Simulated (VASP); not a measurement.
Here is the system:

```yaml
crystal:
  lattice:
    - [1.87800, -3.25280, 0.00000]
    - [1.87800, 3.25280, 0.00000]
    - [0.00000, 0.00000, 4.89514]
  atoms:
    - { symbol: Pt, position: [0.00000, 0.00000, 0.00000] }
    - { symbol: Se, position: [0.33333, 0.66667, 0.25983] }
    - { symbol: Se, position: [0.66667, 0.33333, 0.74017] }
```

Level of theory: PBEsol GGA with spin-orbit coupling, VASP's PBE PAW potentials (set 64) (plane waves; VASP 6.6.1). Numerical set-up: 400 eV cut-off, 9×9×6 Γ-centred mesh, Gaussian smearing of 0.050 eV, potentials Pt Se.

Without a dispersion term in the relaxation, distances and binding between the weakly bound layers, chains or molecules are unreliable, and so is what depends on them.

### Question
What does the run give for the energy per atom (σ→0), band gap (over mesh and band path) with the smallest direct gap where there is one?

### Answer

| Quantity | Result |
|---|---|
| band gap (over mesh and band path) | none (metal, semimetal or under 0.01 eV) |
| energy per atom (σ→0) | -5.433 eV/atom |

The compound is PtSe2 in the 1T layered structure. It was relaxed first.
